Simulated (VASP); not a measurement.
Level of theory: PBEsol GGA, VASP's PBE PAW potentials (set 64) (plane waves; VASP 6.6.1).

Input for VASP

File POSCAR:
```
GaN
1
   -0.0000000000     2.1262340177     2.1262340177
    2.1262340177    -0.0000000000     2.1262340177
    2.1262340177     2.1262340177     0.0000000000
Ga N
1 1
Direct
  1.0000000000   0.0000000000   0.0000000000
  0.2500000000   0.2500000000   0.2500000000
```

### KPOINTS
```
Automatic
0
G
  11 11 11
```

### INCAR
```
NELM=100
LCHARG=F
LMAXMIX=4   # l cut-off of mixed one-centre charges
ENCUT=620
SYSTEM=GaN
PREC=Accurate
LWAVE=F
ALGO=Normal
NSW=40   # most ionic steps
SIGMA=0.05   # width (eV)
GGA=PS   # PBEsol
EDIFF=1E-6
IBRION=2
EDIFFG=-0.02   # ionic stop
LREAL=F   # projection in real space or not
ISMEAR=0   # Gaussian
LASPH=T
PSTRESS=450
ISIF=3
```

POTCAR, in this order: Ga_d N (PBE.64 set). Program: vasp_std.

Output

OUTCAR:
```
 ion  position               nearest neighbor table
   1  0.000  0.000  0.000-   2 1.84   2 1.84   2 1.84   2 1.84
   2  0.250  0.250  0.250-   1 1.84   1 1.84   1 1.84   1 1.84
  LATTYP: Found a face centered cubic cell.
 ALAT       =     4.2524680354
 Subroutine PRICEL returns:
 Original cell was already a primitive cell.
 Subroutine GETGRP returns: Found 24 space group operations
The static configuration has the point symmetry T_d .
The dynamic configuration has the point symmetry T_d .
 Subroutine INISYM returns: Found 24 space group operations
 Subroutine IBZKPT returns following result:
 Found     56 irreducible k-points:

 Following reciprocal coordinates:
            Coordinates               Weight
  0.000000  0.000000  0.000000      1.000000
  0.090909  0.000000  0.000000      8.000000
  0.181818  0.000000  0.000000      8.000000
  0.272727  0.000000  0.000000      8.000000
  0.363636  0.000000  0.000000      8.000000
  0.454545  0.000000  0.000000      8.000000
  0.090909  0.090909  0.000000      6.000000
  0.181818  0.090909  0.000000     24.000000
  0.272727  0.090909  0.000000     24.000000
  0.363636  0.090909  0.000000     24.000000
  0.454545  0.090909  0.000000     24.000000
 -0.454545  0.090909  0.000000     24.000000
 -0.363636  0.090909  0.000000     24.000000
 -0.272727  0.090909  0.000000     24.000000
 -0.181818  0.090909  0.000000     24.000000
 -0.090909  0.090909  0.000000     12.000000
  0.181818  0.181818  0.000000      6.000000
  0.272727  0.181818  0.000000     24.000000
  0.363636  0.181818  0.000000     24.000000
  0.454545  0.181818  0.000000     24.000000
 -0.454545  0.181818  0.000000     24.000000
 -0.363636  0.181818  0.000000     24.000000
 -0.272727  0.181818  0.000000     24.000000
 -0.181818  0.181818  0.000000     12.000000
  0.272727  0.272727  0.000000      6.000000
  0.363636  0.272727  0.000000     24.000000
  0.454545  0.272727  0.000000     24.000000
 -0.454545  0.272727  0.000000     24.000000
 -0.363636  0.272727  0.000000     24.000000
 -0.272727  0.272727  0.000000     12.000000
  0.363636  0.363636  0.000000      6.000000
  0.454545  0.363636  0.000000     24.000000
 -0.454545  0.363636  0.000000     24.000000
 -0.363636  0.363636  0.000000     12.000000
  0.454545  0.454545  0.000000      6.000000
 -0.454545  0.454545  0.000000     12.000000
  0.272727  0.181818  0.090909     24.000000
  0.363636  0.181818  0.090909     48.000000
  0.454545  0.181818  0.090909     48.000000
 -0.454545  0.181818  0.090909     48.000000
   k-points           NKPTS =     56   k-points in BZ     NKDIM =     56   number of bands    NBANDS=     13
   number of dos      NEDOS =    301   number of ions     NIONS =      2
   total plane-waves  NPLWV =  13824
   dimension x,y,z NGX =    24 NGY =   24 NGZ =   24
   dimension x,y,z NGXF=    48 NGYF=   48 NGZF=   48
   ions per type =               1   1
   PREC   = accura    normal or accurate (medium, high low for compatibility)
   ISTART =      0    job   : 0-new  1-cont  2-samecut
   ICHARG =      2    charge: 1-file 2-atom 10-const
   ISPIN  =      1    spin polarized calculation?
   LNONCOLLINEAR =      F non collinear calculations
   LSORBIT =      F    spin-orbit coupling
   INIWAV =      1    electr: 0-lowe 1-rand  2-diag
   ENCUT  =  620.0 eV  45.57 Ry    6.75 a.u.   6.10  6.10  6.10*2*pi/ulx,y,z
   NELM   =    100;   NELMIN=  2; NELMDL= -5     # of ELM steps
   EDIFF  = 0.1E-05   stopping-criterion for ELM
   LREAL  =      F    real-space projection
   NLSPLINE    = F    spline interpolate recip. space projectors
   LMAXMIX     =    4 max onsite mixed and CHGCAR
...
```

File OSZICAR:
```
       N       E                     dE             d eps       ncg     rms          rms(c)
DAV:   1     0.895179809844E+02    0.89518E+02   -0.10889E+04  1600   0.296E+03
DAV:   2    -0.816654568166E+01   -0.97685E+02   -0.91950E+02  1611   0.385E+02
DAV:   3    -0.147772273882E+02   -0.66107E+01   -0.65740E+01  1666   0.931E+01
DAV:   4    -0.148728278699E+02   -0.95600E-01   -0.95555E-01  1698   0.119E+01
DAV:   5    -0.148742098238E+02   -0.13820E-02   -0.13819E-02  1662   0.132E+00    0.797E+00
DAV:   6    -0.127374847905E+02    0.21367E+01   -0.51428E+00  2244   0.577E+01    0.273E+00
DAV:   7    -0.127211294816E+02    0.16355E-01   -0.46641E-01  1471   0.742E+00    0.180E+00
DAV:   8    -0.126996039957E+02    0.21525E-01   -0.45760E-02  1830   0.443E+00    0.442E-01
DAV:   9    -0.126966804053E+02    0.29236E-02   -0.13678E-02  2229   0.360E+00    0.113E-01
DAV:  10    -0.126967086652E+02   -0.28260E-04   -0.78875E-04  1563   0.439E-01    0.283E-02
DAV:  11    -0.126967267912E+02   -0.18126E-04   -0.77844E-05  1775   0.105E-01    0.256E-02
DAV:  12    -0.126967263806E+02    0.41052E-06   -0.43450E-06  1541   0.236E-02
   1 F= -.72970826E+01 E0= -.72970826E+01  d E =-.729708E+01
```

OUTCAR:
```
------------------------ aborting loop because EDIFF is reached ----------------------------------------
  FORCE on cell =-STRESS in cart. coord.  units (eV):
  Direction    XX          YY          ZZ          XY          YZ          ZX
  --------------------------------------------------------------------------------------
  Total        5.4031091      5.4031091      5.4031091      0.0000000      0.0000000      0.0000000
  in kB      450.2887891    450.2887891    450.2887891      0.0000000      0.0000000      0.0000000
  external PRESSURE =       0.2887891 kB  Pullay stress =     450.0000000 kB
  volume of cell :       19.22
      direct lattice vectors                 reciprocal lattice vectors
     0.000000000  2.126234018  2.126234018    -0.235157558  0.235157558  0.235157558
     2.126234018  0.000000000  2.126234018     0.235157558 -0.235157558  0.235157558
     2.126234018  2.126234018  0.000000000     0.235157558  0.235157558 -0.235157558
  FREE ENERGIE OF THE ION-ELECTRON SYSTEM (eV)
  ---------------------------------------------------
  free  energy   TOTEN  =       -12.6967263806 eV

  energy  without entropy=      -12.6967263806  energy(sigma->0) =      -12.69672638
  enthalpy is  TOTEN    =        -7.2970825557 eV   P V=        5.3996438250

 reached required accuracy - stopping structural energy minimisation
```
(Selected blocks of OUTCAR.)

File OUTCAR:
```
 val. band max:        7.2545394598   @ k =   0.0000   0.0000   0.0000

 cond. band min:      10.0444753875   @ k =   0.0000   0.0000   0.0000


 Fermi energy:         7.5043366956

 k-point     1 :       0.0000    0.0000    0.0000
  band No.  band energies     occupation
      1     -10.3587      2.00000
      2      -6.4653      2.00000
      3      -6.4653      2.00000
      4      -6.4653      2.00000
      5      -5.9148      2.00000
      6      -5.9148      2.00000
      7       7.2545      2.00000
      8       7.2545      2.00000
      9       7.2545      2.00000
     10      10.0445      0.00000
     11      18.5515      0.00000
     12      18.5515      0.00000
     13      18.5515      0.00000

 k-point     2 :       0.0909    0.0000    0.0000
  band No.  band energies     occupation
      1     -10.2331      2.00000
      2      -6.4467      2.00000
      3      -6.4467      2.00000
      4      -6.4449      2.00000
      5      -5.9172      2.00000
      6      -5.9172      2.00000
      7       6.3384      2.00000
      8       7.1416      2.00000
      9       7.1416      2.00000
     10      10.6937      0.00000
     11      18.1179      0.00000
     12      18.7241      0.00000
     13      18.7241      0.00000

 k-point     3 :       0.1818    0.0000    0.0000
  band No.  band energies     occupation
      1      -9.8898      2.00000
      2      -6.4010      2.00000
      3      -6.4010      2.00000
      4      -6.3480      2.00000
      5      -5.9182      2.00000
      6      -5.9182      2.00000
      7       4.5354      2.00000
      8       6.8557      2.00000
      9       6.8557      2.00000
     10      11.7140      0.00000
     11      17.3442      0.00000
     12      19.0198      0.00000
     13      19.0198      0.00000

 k-point     4 :       0.2727    0.0000    0.0000
  band No.  band energies     occupation
      1      -9.4412      2.00000
      2      -6.3544      2.00000
      3      -6.3544      2.00000
...
```

The structure was generated: GaN was put into the zinc blende type (F-43m), which need not be its known phase. It was relaxed first under an external pressure of 45 GPa.
